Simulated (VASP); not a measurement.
OSZICAR of a VASP run on KMgF₃ (cubic perovskite):

**OSZICAR**
```
       N       E                     dE             d eps       ncg     rms          rms(c)
DAV:   1     0.227183040073E+03    0.22718E+03   -0.18326E+04   400   0.160E+03
DAV:   2    -0.372171019566E+02   -0.26440E+03   -0.25017E+03   516   0.404E+02
DAV:   3    -0.471411056469E+02   -0.99240E+01   -0.99009E+01   480   0.772E+01
DAV:   4    -0.475515349035E+02   -0.41043E+00   -0.40966E+00   748   0.126E+01
DAV:   5    -0.475524450763E+02   -0.91017E-03   -0.91012E-03   468   0.612E-01    0.817E+00
DAV:   6    -0.381498283623E+02    0.94026E+01   -0.47488E+00   516   0.190E+01    0.279E+00
DAV:   7    -0.359296868167E+02    0.22201E+01   -0.14215E+00   516   0.134E+01    0.202E+00
DAV:   8    -0.401788106565E+02   -0.42491E+01   -0.94532E-01   508   0.104E+01    0.105E+00
DAV:   9    -0.354562071759E+02    0.47226E+01   -0.85174E-01   444   0.695E+00    0.115E+00
DAV:  10    -0.362416051154E+02   -0.78540E+00   -0.35080E-01   448   0.492E+00    0.221E-01
DAV:  11    -0.362435102759E+02   -0.19052E-02   -0.45154E-03   616   0.502E-01    0.223E-01
DAV:  12    -0.362931353472E+02   -0.49625E-01   -0.55314E-03   424   0.747E-01    0.204E-01
DAV:  13    -0.362973216206E+02   -0.41863E-02   -0.14391E-03   456   0.438E-01    0.281E-01
DAV:  14    -0.363142461032E+02   -0.16924E-01   -0.11184E-02   436   0.873E-01    0.397E-01
DAV:  15    -0.363163039926E+02   -0.20579E-02   -0.12901E-03   444   0.403E-01    0.431E-01
DAV:  16    -0.363164908156E+02   -0.18682E-03   -0.24763E-04   440   0.175E-01    0.404E-01
DAV:  17    -0.363165599427E+02   -0.69127E-04   -0.36835E-05   472   0.725E-02    0.395E-01
DAV:  18    -0.363165488198E+02    0.11123E-04   -0.27245E-05   432   0.639E-02    0.390E-01
DAV:  19    -0.363164897483E+02    0.59071E-04   -0.34288E-05   444   0.657E-02    0.364E-01
DAV:  20    -0.363162701229E+02    0.21963E-03   -0.68705E-05   468   0.687E-02    0.329E-01
DAV:  21    -0.363158665775E+02    0.40355E-03   -0.31102E-04   464   0.145E-01    0.238E-01
DAV:  22    -0.363154068257E+02    0.45975E-03   -0.74829E-04   508   0.217E-01    0.112E-01
DAV:  23    -0.363153970151E+02    0.98106E-05   -0.21359E-04   476   0.126E-01    0.478E-02
DAV:  24    -0.363153865145E+02    0.10501E-04   -0.51233E-05   716   0.560E-02    0.190E-02
DAV:  25    -0.363153905658E+02   -0.40513E-05   -0.65287E-06   444   0.278E-02    0.111E-02
DAV:  26    -0.363153893432E+02    0.12226E-05   -0.10948E-05   468   0.296E-02    0.137E-03
DAV:  27    -0.363153925827E+02   -0.32395E-05   -0.16223E-06   280   0.156E-02    0.423E-04
DAV:  28    -0.363153927834E+02   -0.20072E-06   -0.16052E-07   268   0.330E-03
   1 F= -.36315393E+02 E0= -.36315393E+02  d E =-.363154E+02
```

Problem. Which electronic solver shows in the log?

Solution. It is blocked Davidson (ALGO = Normal, or the opening steps of other solvers). The INCAR had ALGO = Normal.

Problem. Can the final energy be trusted as converged?

Solution. The calculation finished and met its thresholds. It stopped with EDIFF = 1E-6, NELM = 100, NSW = 60 and EDIFFG = -0.02 after 1 ionic step (r2SCAN+rVV10, plane waves, VASP's PBE PAW potentials (set 64)).

The compound is KMgF3 in the cubic perovskite structure. It was relaxed first. The start is the result of an earlier pass.
